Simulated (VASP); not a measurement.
Input:

```yaml
crystal:
  lattice:
    - [0.00000, 2.74601, 2.74601]
    - [2.74601, 0.00000, 2.74601]
    - [2.74601, 2.74601, 0.00000]
  atoms:
    - { symbol: Ag, position: [0.00000, 0.00000, 0.00000] }
    - { symbol: Cl, position: [0.50000, 0.50000, 0.50000] }
```

Method: PBE GGA, VASP's PBE PAW potentials (set 64) (plane waves; VASP). Numerical set-up: 520 eV cut-off, 8×8×8 Γ-centred mesh, Gaussian smearing of 0.050 eV, potentials Ag Cl.

Problem. Predict the energy per atom (σ→0), pressure, band gap (on the k-mesh) with the smallest direct gap where there is one.

Solution. 
The band gap (on the k-mesh) is 0.90 eV and the smallest direct gap (on the k-mesh) comes out as 3.28 eV. The energy per atom (σ→0) is -2688 meV/atom and the pressure comes out as 3.06 GPa.

The absolute energy has meaning only against runs of the same code, potentials and settings.

The compound is AgCl in the rock salt structure. This cell is one point of a volume scan, at 0.94 of the reference volume.
